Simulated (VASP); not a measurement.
Data:

```xyz
6
Lattice="3.2939 0.0000 0.0000 -1.6469 2.8526 0.0000 0.0000 0.0000 11.8710" Properties=species:S:1:pos:R:3 pbc="T T T"
Ti     1.6470     0.9509     8.9032
Ti     0.0000     1.9017     2.9677
S      1.6470     0.9509     4.4651
S      0.0000     1.9017     7.4059
S      0.0000     1.9017    10.4006
S      1.6470     0.9509     1.4704
```

Calculation: PBEsol GGA, VASP's PBE PAW potentials (set 64) (plane waves; VASP 6.6.1). Run with 400 eV cut-off, 12×12×3 Γ-centred mesh, tetrahedra with Blöchl corrections, potentials Ti_sv S.

The cores are frozen, which limits the accuracy of field gradients. Without a dispersion term in the relaxation, distances and binding between the weakly bound layers, chains or molecules are unreliable, and so is what depends on them.

Give the principal components of the electric field gradient (V/Å²) and the asymmetry η at each nucleus.

```tsv
atom	Vxx	Vyy	Vzz	η
Ti1	24.1	24.1	-48.3	0.00
Ti2	24.1	24.1	-48.3	0.00
S3	16.0	16.0	-32.0	0.00
S4	16.0	16.0	-32.0	0.00
S5	16.0	16.0	-32.0	0.00
S6	16.0	16.0	-32.0	0.00
```

The structure comes from a computed database's TiS2 entry (P6_3/mmc); how it stands against other phases isn't given here. It was relaxed first, which changed the volume by -11 %.
